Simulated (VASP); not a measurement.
Level of theory: TPSS meta-GGA, VASP's PBE PAW potentials (set 64) (plane waves; VASP).

VASP input:

### INCAR
```
SYSTEM = CsPbCl3
PREC = Accurate
ENCUT = 520
EDIFF = 1E-7
NELM = 100
ALGO = Normal
LREAL = .FALSE.
LASPH = .TRUE.
ISMEAR = -5
METAGGA = TPSS
LMIXTAU = .TRUE.
LMAXMIX = 4
LWAVE = .FALSE.
LCHARG = .FALSE.
LORBIT = 11
NEDOS = 601
ISIF = 2
LEFG = .TRUE.
```

KPOINTS:
```
Automatic mesh
0
Gamma
5 5 5
0 0 0
```

### POSCAR
```
CsPbCl3
1
    5.7423949377     0.0000000000     0.0000000000
    0.0000000000     5.7423949377     0.0000000000
    0.0000000000     0.0000000000     5.7423949377
Cs Pb Cl
1 1 3
Direct
  0.0000000000   0.0000000000   0.0000000000
  0.5000000000   0.5000000000   0.5000000000
  0.5000000000   0.0000000000   0.5000000000
  0.0000000000   0.5000000000   0.5000000000
  0.5000000000   0.5000000000   0.0000000000
```

**KPOINTS_OPT**
```
k-points along high-symmetry lines
10
Line-mode
Reciprocal
  0.000000   0.000000   0.000000 ! GAMMA
  0.000000   0.500000   0.000000 ! X

  0.000000   0.500000   0.000000 ! X
  0.500000   0.500000   0.000000 ! M

  0.500000   0.500000   0.000000 ! M
  0.000000   0.000000   0.000000 ! GAMMA

  0.000000   0.000000   0.000000 ! GAMMA
  0.500000   0.500000   0.500000 ! R

  0.500000   0.500000   0.500000 ! R
  0.000000   0.500000   0.000000 ! X

  0.500000   0.500000   0.500000 ! R
  0.500000   0.500000   0.000000 ! M
```

POTCAR, in this order: Cs_sv Pb_d Cl (PBE.64 set). Program: vasp_std.

What VASP printed:

File OUTCAR:
```
 ion  position               nearest neighbor table
   1  0.000  0.000  0.000-
   2  0.500  0.500  0.500-   3 2.87   4 2.87   5 2.87   5 2.87   3 2.87   4 2.87
   3  0.500  0.000  0.500-   2 2.87   2 2.87
   4  0.000  0.500  0.500-   2 2.87   2 2.87
   5  0.500  0.500  0.000-   2 2.87   2 2.87
  LATTYP: Found a simple cubic cell.
 ALAT       =     5.7423949377
 Subroutine PRICEL returns:
 Original cell was already a primitive cell.
 Subroutine GETGRP returns: Found 48 space group operations
The static configuration has the point symmetry O_h .
The dynamic configuration has the point symmetry O_h .
 Subroutine INISYM returns: Found 48 space group operations
 Subroutine IBZKPT returns following result:
 Found     10 irreducible k-points:

 Following reciprocal coordinates:
            Coordinates               Weight
  0.000000  0.000000  0.000000      1.000000
  0.200000  0.000000  0.000000      6.000000
  0.400000  0.000000  0.000000      6.000000
  0.200000  0.200000  0.000000     12.000000
  0.400000  0.200000  0.000000     24.000000
  0.400000  0.400000  0.000000     12.000000
  0.200000  0.200000  0.200000      8.000000
  0.400000  0.200000  0.200000     24.000000
  0.400000  0.400000  0.200000     24.000000
  0.400000  0.400000  0.400000      8.000000
   k-points           NKPTS =     10   k-points in BZ     NKDIM =     10   number of bands    NBANDS=     26
   number of dos      NEDOS =    601   number of ions     NIONS =      5
   total plane-waves  NPLWV = 110592
   dimension x,y,z NGX =    48 NGY =   48 NGZ =   48
   dimension x,y,z NGXF=    96 NGYF=   96 NGZF=   96
   ions per type =               1   1   3
   PREC   = accura    normal or accurate (medium, high low for compatibility)
   ISTART =      0    job   : 0-new  1-cont  2-samecut
   ICHARG =      2    charge: 1-file 2-atom 10-const
   ISPIN  =      1    spin polarized calculation?
   LNONCOLLINEAR =      F non collinear calculations
   LSORBIT =      F    spin-orbit coupling
   INIWAV =      1    electr: 0-lowe 1-rand  2-diag
   ENCUT  =  520.0 eV  38.22 Ry    6.18 a.u.  10.68 10.68 10.68*2*pi/ulx,y,z
   NELM   =    100;   NELMIN=  2; NELMDL= -5     # of ELM steps
   EDIFF  = 0.1E-06   stopping-criterion for ELM
   LREAL  =      F    real-space projection
   NLSPLINE    = F    spline interpolate recip. space projectors
   LMAXMIX     =    4 max onsite mixed and CHGCAR
   VOSKOWN=      0    Vosko Wilk Nusair interpolation
   EDIFFG = 0.1E-05   stopping-criterion for IOM
   NSW    =      0    number of steps for IOM
   NBLOCK =      1;   KBLOCK =      1    inner block; outer block
   IBRION =     -1    ionic relax: 0-MD 1-quasi-New 2-CG
   NFREE  =      0    steps in history (QN), initial steepest desc. (CG)
   ISIF   =      2    stress and relaxation
   ISYM   =      2    0-nonsym 1-usesym 2-fastsym
   TEIN   =    0.0    initial temperature
   TEBEG  =    0.0;   TEEND  =   0.0 temperature during run
   SMASS  =  -3.00    Nose mass-parameter (am)
   PSTRESS=    0.0 pullay stress
   NELECT =      44.0000    total number of electrons
   EFERMI =   0.00;   METHOD = LEGACY
   ISMEAR =    -5;   SIGMA  =   0.20  broadening in eV -4-tet -1-fermi 0-gaus
   IALGO  =     38    algorithm
   LDIAG  =      T    sub-space diagonalisation (order eigenvalues)
   IMIX   =      4    mixing-type and parameters
     AMIX     =   0.40;   BMIX     =  1.00
     AMIX_MAG =   1.60;   BMIX_MAG =  1.00
     AMIN     =   0.10
   METAGGA = TPSS    functional components
   VOSKOWN =     0    Vosko Wilk Nusair interpolation
   LHFCALC =     F    Hartree Fock is set to
   LHFONE  =     F    Hartree Fock one center treatment
   AEXX    =    0.0000 exact exchange contribution
   IVDW    =     0    specifies the selected vdW correction
...
```

**OSZICAR**
```
       N       E                     dE             d eps       ncg     rms          rms(c)
DAV:   1     0.388151525473E+03    0.38815E+03   -0.19393E+04   520   0.153E+03
DAV:   2     0.354196270722E+01   -0.38461E+03   -0.37724E+03   682   0.346E+02
DAV:   3    -0.392319105710E+02   -0.42774E+02   -0.42631E+02   620   0.127E+02
DAV:   4    -0.407030960916E+02   -0.14712E+01   -0.14670E+01   734   0.307E+01
DAV:   5    -0.407359183732E+02   -0.32822E-01   -0.32796E-01   684   0.346E+00    0.582E+00
DAV:   6    -0.432488234483E+02   -0.25129E+01   -0.85973E+00   684   0.346E+01    0.375E+00
DAV:   7    -0.412967845992E+02    0.19520E+01   -0.12292E+00   620   0.144E+01    0.150E+00
DAV:   8    -0.416154903623E+02   -0.31871E+00   -0.10957E+00   614   0.766E+00    0.150E+00
DAV:   9    -0.415410634659E+02    0.74427E-01   -0.15862E-01   622   0.326E+00    0.122E+00
DAV:  10    -0.415809160067E+02   -0.39853E-01   -0.33216E-02   626   0.146E+00    0.382E-01
DAV:  11    -0.416583312257E+02   -0.77415E-01   -0.41365E-02   534   0.216E+00    0.127E-01
DAV:  12    -0.416644240837E+02   -0.60929E-02   -0.12790E-02   588   0.977E-01    0.138E-01
DAV:  13    -0.416683701801E+02   -0.39461E-02   -0.14119E-03   626   0.431E-01    0.277E-02
DAV:  14    -0.416684893422E+02   -0.11916E-03   -0.85418E-04   602   0.234E-01    0.463E-02
DAV:  15    -0.416692574060E+02   -0.76806E-03   -0.13670E-04   672   0.129E-01    0.147E-02
DAV:  16    -0.416693747712E+02   -0.11737E-03   -0.46206E-05   592   0.586E-02    0.564E-03
DAV:  17    -0.416693696867E+02    0.50845E-05   -0.10286E-05   608   0.291E-02    0.761E-03
DAV:  18    -0.416693834026E+02   -0.13716E-04   -0.29743E-06   624   0.161E-02    0.231E-03
DAV:  19    -0.416693844858E+02   -0.10833E-05   -0.49110E-07   516   0.768E-03    0.998E-04
DAV:  20    -0.416693847747E+02   -0.28883E-06   -0.14424E-07   400   0.460E-03    0.574E-04
DAV:  21    -0.416693848454E+02   -0.70713E-07   -0.36102E-08   362   0.237E-03
   1 F= -.41669385E+02 E0= -.41669385E+02  d E =0.000000E+00
       N       E                     dE             ncg
       N       E                     dE             ncg
       N       E                     dE             ncg
       N       E                     dE             ncg
       N       E                     dE             ncg
       N       E                     dE             ncg
```

**OUTCAR**
```
------------------------ aborting loop because EDIFF is reached ----------------------------------------
  FORCE on cell =-STRESS in cart. coord.  units (eV):
  Direction    XX          YY          ZZ          XY          YZ          ZX
  --------------------------------------------------------------------------------------
  Total       -0.0705500     -0.0705500     -0.0705500      0.0000000      0.0000000     -0.0000000
  in kB       -0.5969369     -0.5969369     -0.5969369      0.0000000      0.0000000     -0.0000000
  external PRESSURE =      -0.5969369 kB  Pullay stress =       0.0000000 kB
  volume of cell :      189.36
      direct lattice vectors                 reciprocal lattice vectors
     5.742394938  0.000000000  0.000000000     0.174143369  0.000000000  0.000000000
     0.000000000  5.742394938  0.000000000     0.000000000  0.174143369  0.000000000
     0.000000000  0.000000000  5.742394938     0.000000000  0.000000000  0.174143369
 POSITION                                       TOTAL-FORCE (eV/Angst)
 -----------------------------------------------------------------------------------
      0.00000      0.00000      0.00000         0.000000      0.000000      0.000000
      2.87120      2.87120      2.87120         0.000000      0.000000      0.000000
      2.87120      0.00000      2.87120         0.000000      0.000000      0.000000
      0.00000      2.87120      2.87120         0.000000      0.000000      0.000000
      2.87120      2.87120      0.00000         0.000000      0.000000      0.000000
 -----------------------------------------------------------------------------------
    total drift:                                0.000000     -0.000000     -0.000000
  FREE ENERGIE OF THE ION-ELECTRON SYSTEM (eV)
  ---------------------------------------------------
  free  energy   TOTEN  =       -41.6693848454 eV

  energy  without entropy=      -41.6693848454  energy(sigma->0) =      -41.66938485

 total charge

# of ion       s       p       d       tot
------------------------------------------
    1        1.836   4.732   0.008   6.576
    2        1.496   0.386   9.836  11.718
    3        1.576   3.525   0.000   5.101
    4        1.576   3.525   0.000   5.101
    5        1.576   3.525   0.000   5.101
--------------------------------------------------
tot          8.059  15.693   9.844  33.597

 Electric field gradients after diagonalization (V/A^2)
 (convention: |V_zz| > |V_xx| > |V_yy|)
----------------------------------------------------------------------
 ion       V_xx      V_yy      V_zz     asymmetry (V_yy - V_xx)/ V_zz
----------------------------------------------------------------------
   1      -0.000    -0.000     0.000       0.025
   2      -0.000    -0.000    -0.000      -0.132
   3     -45.477   -45.477    90.954       0.000
   4     -45.477   -45.477    90.954       0.000
   5     -45.477   -45.477    90.954       0.000
```
(Selected blocks of OUTCAR.)

The compound is CsPbCl3 in the cubic perovskite structure, the ideal cubic form; the compound distorts at low or room temperature. It was relaxed first, which changed the volume by +7 %.
